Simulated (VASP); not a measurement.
An input for Ansatz (written as the equivalent of a VASP run, and not itself run):

Ansatz 0.2 input:
```yaml
crystal:
  lattice:
    - [2.8698615, 0.0000000, 0.0000000]
    - [0.0000000, 2.8698615, 0.0000000]
    - [0.0000000, 0.0000000, 2.8698615]
  atoms:
    - { symbol: Al, position: [0.5000000, 0.5000000, 0.5000000] }
    - { symbol: Fe, position: [0.0000000, 0.0000000, 0.0000000] }
kpoints:
  mp_grid: { grid: [13, 13, 13] }
hamiltonian:
  xc: pbe
  dispersion: d4
  pseudopotentials: { kind: paw }
scf:
  occupations: { method: methfessel_paxton, width: 0.1 }
  max_iter: 100
output: { forces: true, stress: true, eigenvalues: true }
```

Q: Translate this input to VASP (INCAR, KPOINTS, POSCAR, choice of POTCAR).

A: One answer among several that fit: 
File POSCAR:
```
FeAl
1
    2.8698614761     0.0000000000     0.0000000000
    0.0000000000     2.8698614761     0.0000000000
    0.0000000000     0.0000000000     2.8698614761
Al Fe
1 1
Direct
  0.5000000000   0.5000000000   0.5000000000
  0.0000000000   0.0000000000   0.0000000000
```

File KPOINTS:
```
Automatic mesh
0
Gamma
13 13 13
0 0 0
```

INCAR:
```
! general
SYSTEM   =  FeAl
PREC     =  Accurate
ENCUT    =  520   ! plane-wave cut-off (eV)
LREAL    =  .FALSE.
LASPH    =  .TRUE.   ! aspherical one-centre terms

! electronic loop
EDIFF    =  1E-7   ! SCF stop (eV)
NELM     =  100   ! most electronic steps
ALGO     =  Normal   ! blocked Davidson
LMAXMIX  =  4

! smearing
ISMEAR   =  1
SIGMA    =  0.1   ! width (eV)

! functional
GGA      =  PE   ! PBE
IVDW     =  13

! ions
ISIF     =  2   ! forces and stress, cell fixed

! output
LWAVE    =  .FALSE.
LCHARG   =  .FALSE.
```

POTCAR, in this order: Al Fe (PBE.64 set). Program: vasp_std.

Limits of the translation: each code has its own PAW files, so the cut-off isn't converted (ENCUT is set for VASP's; basis.ecutwfc is left out, and Ansatz then takes the one that its files recommend); Ansatz stops its SCF on the density residual and VASP on the energy change (EDIFF).

The compound is FeAl in the CsCl type structure. This cell is one point of a volume scan, at 1.03 of the reference volume.
